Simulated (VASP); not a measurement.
Output of a VASP run:

### OSZICAR
```
       N       E                     dE             d eps       ncg     rms          rms(c)
DAV:   1     0.403460903178E+02    0.40346E+02   -0.57445E+03  1136   0.134E+03
DAV:   2    -0.100061570763E+02   -0.50352E+02   -0.48054E+02  1124   0.205E+02
DAV:   3    -0.112442038852E+02   -0.12380E+01   -0.12261E+01  1342   0.419E+01
DAV:   4    -0.112643832026E+02   -0.20179E-01   -0.20168E-01  1252   0.473E+00
DAV:   5    -0.112650214773E+02   -0.63827E-03   -0.63826E-03  1302   0.886E-01    0.117E+01
DAV:   6    -0.130869195229E+02   -0.18219E+01   -0.55883E+01  1256   0.128E+02    0.155E+01
DAV:   7    -0.992281159902E+01    0.31641E+01   -0.16239E+01  1238   0.771E+01    0.116E+00
DAV:   8    -0.991846408001E+01    0.43475E-02   -0.41714E-01  1382   0.824E+00    0.108E+00
DAV:   9    -0.990510825159E+01    0.13356E-01   -0.61864E-02  1304   0.408E+00    0.189E-01
DAV:  10    -0.990480444749E+01    0.30380E-03   -0.17075E-03  1324   0.664E-01    0.735E-02
DAV:  11    -0.990479944104E+01    0.50064E-05   -0.41348E-05  1240   0.622E-02    0.288E-02
DAV:  12    -0.990479714283E+01    0.22982E-05   -0.62725E-06  1160   0.485E-02    0.292E-03
DAV:  13    -0.990479678052E+01    0.36232E-06   -0.15527E-07   574   0.675E-03
   1 F= -.99047968E+01 E0= -.99046097E+01  d E =-.990480E+01
       N       E                     dE             d eps       ncg     rms          rms(c)
DAV:   1    -0.103059461088E+02   -0.40115E+00   -0.52744E+00  1198   0.437E+01    0.573E+00
DAV:   2    -0.107458920963E+02   -0.43995E+00   -0.14396E+01  1268   0.639E+01    0.770E+00
DAV:   3    -0.992184830669E+01    0.82404E+00   -0.62432E+00  1300   0.413E+01    0.121E+00
DAV:   4    -0.990980966796E+01    0.12039E-01   -0.49167E-02  1306   0.338E+00    0.472E-01
DAV:   5    -0.990732739326E+01    0.24823E-02   -0.48226E-03  1696   0.748E-01    0.800E-02
DAV:   6    -0.990733718231E+01   -0.97890E-05   -0.79045E-05  1200   0.898E-02    0.362E-02
DAV:   7    -0.990734477797E+01   -0.75957E-05   -0.48797E-06  1192   0.248E-02    0.610E-03
DAV:   8    -0.990734530238E+01   -0.52442E-06   -0.55299E-07   578   0.124E-02
   2 F= -.99073453E+01 E0= -.99072021E+01  d E =-.254852E-02
       N       E                     dE             d eps       ncg     rms          rms(c)
DAV:   1    -0.999020758748E+01   -0.82863E-01   -0.10023E+00  1218   0.184E+01    0.269E+00
DAV:   2    -0.101090279870E+02   -0.11882E+00   -0.33209E+00  1282   0.304E+01    0.366E+00
DAV:   3    -0.991139566188E+01    0.19763E+00   -0.12996E+00  1244   0.199E+01    0.282E-01
DAV:   4    -0.991095393175E+01    0.44173E-03   -0.96062E-03  1164   0.927E-01    0.206E-01
DAV:   5    -0.991053104186E+01    0.42289E-03   -0.21463E-03  1384   0.688E-01    0.281E-02
DAV:   6    -0.991053681075E+01   -0.57689E-05   -0.38245E-05  1194   0.676E-02    0.130E-02
DAV:   7    -0.991053588148E+01    0.92927E-06   -0.44820E-06  1184   0.390E-02
   3 F= -.99105359E+01 E0= -.99103762E+01  d E =-.573910E-02
```

**OUTCAR**
```
------------------------ aborting loop because EDIFF is reached ----------------------------------------
  FORCE on cell =-STRESS in cart. coord.  units (eV):
  Direction    XX          YY          ZZ          XY          YZ          ZX
  --------------------------------------------------------------------------------------
  Total        0.0138112      0.0138112      0.0138112      0.0000000     -0.0000000      0.0000000
  in kB        0.8968722      0.8968722      0.8968722      0.0000000     -0.0000000      0.0000000
  external PRESSURE =       0.8968722 kB  Pullay stress =       0.0000000 kB
  volume of cell :       24.67
      direct lattice vectors                 reciprocal lattice vectors
     2.911189294 -0.000000000 -0.000000000     0.343502225  0.000000000  0.000000000
    -0.000000000  2.911189294  0.000000000     0.000000000  0.343502225  0.000000000
    -0.000000000  0.000000000  2.911189294     0.000000000 -0.000000000  0.343502225
 POSITION                                       TOTAL-FORCE (eV/Angst)
 -----------------------------------------------------------------------------------
      1.45559      1.45559      1.45559        -0.000000      0.000000      0.000000
      0.00000      0.00000      0.00000         0.000000      0.000000      0.000000
 -----------------------------------------------------------------------------------
    total drift:                                0.000000      0.000000      0.000000
  FREE ENERGIE OF THE ION-ELECTRON SYSTEM (eV)
  ---------------------------------------------------
  free  energy   TOTEN  =        -9.9105358815 eV

  energy  without entropy=       -9.9100568712  energy(sigma->0) =       -9.91037621

 reached required accuracy - stopping structural energy minimisation
```
(Selected blocks of OUTCAR.)

### POSCAR
```
NiAl
1
    2.8900000000     0.0000000000     0.0000000000
    0.0000000000     2.8900000000     0.0000000000
    0.0000000000     0.0000000000     2.8900000000
Al Ni
1 1
Direct
  0.5000000000   0.5000000000   0.5000000000
  0.0000000000   0.0000000000   0.0000000000
```

Q: Reconstruct the remaining input files.

A: Several could match; the one computed here: the input of the run itself, revPBE GGA, plane waves, VASP's PBE PAW potentials (set 64).

INCAR:
```
ALGO=Normal
EDIFF=1E-6
EDIFFG=-0.01
ENCUT=520
GGA=RE
IBRION=2
ISIF=3
ISMEAR=1
LASPH=.TRUE.
LCHARG=.FALSE.
LMAXMIX=4
LREAL=.FALSE.
LWAVE=.FALSE.
NELM=100
NSW=60
PREC=Accurate
SIGMA=0.1
SYSTEM=NiAl
```

File KPOINTS:
```
K-points
0
gamma
  11 11 11
```

POTCAR, in this order: Al Ni (PBE.64 set). Program: vasp_std.

Energy and stress use the plane-wave basis of the starting cell.

The compound is NiAl in the CsCl type structure. This run relaxes it. Symmetry was kept, so distortions that lower it aren't found. The run is not spin-polarised, so no magnetic state was tried. The electron count is odd and the run is not spin-polarised, which forces a metal.
